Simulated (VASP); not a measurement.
Given:

```
CELL_PARAMETERS angstrom
     -1.57043     1.57043     1.57043
      1.57043    -1.57043     1.57043
      1.57043     1.57043    -1.57043
ATOMIC_POSITIONS crystal
  Mo 0.00000 0.00000 0.00000
```

Computed with PBE GGA with D4 dispersion, VASP's PBE PAW potentials (set 64) (plane waves; VASP). Numerical set-up: 520 eV cut-off, 18×18×18 Γ-centred mesh, tetrahedra with Blöchl corrections, potentials Mo_sv.

Q: Estimate the energy per atom (σ→0), band gap (on the k-mesh) with the smallest direct gap where there is one.

A: 
The band gap (on the k-mesh) is none (metal, semimetal or under 0.01 eV) and the energy per atom (σ→0) is -11.543 eV/atom.

Only differences to runs with the same potentials and settings are physical.

The compound is Mo in the bcc structure. It was relaxed first.
